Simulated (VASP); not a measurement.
InP (zinc blende): the LDA gap over mesh and path against the volume, with the cell scaled uniformly; LDA's own equilibrium is at 24.741 Å³/atom. VASP (PAW), 400 eV cut-off, 9×9×9 Γ-centred mesh, Gaussian smearing of 0.050 eV, potentials In_d P.  Fit the value as a straight line in ln V.

```csv
V (Å³/atom),LDA gap over mesh and path (eV)
22.514,1.106
23.256,0.935
23.999,0.768
24.741,0.603
25.483,0.443
26.225,0.287
```

### Question
Fit the rows as the text says and predict the value at 21.772.

### Answer
The slope against ln V is -5.37 eV, the volume deformation potential of this gap. The line misses the rows by up to 0.003 and gives 1.289 at 21.772. The run gave 1.279, -0.010 from the line.

Left out are failed runs and those whose mesh is unfit for this quantity.

The compound is InP in the zinc blende structure.
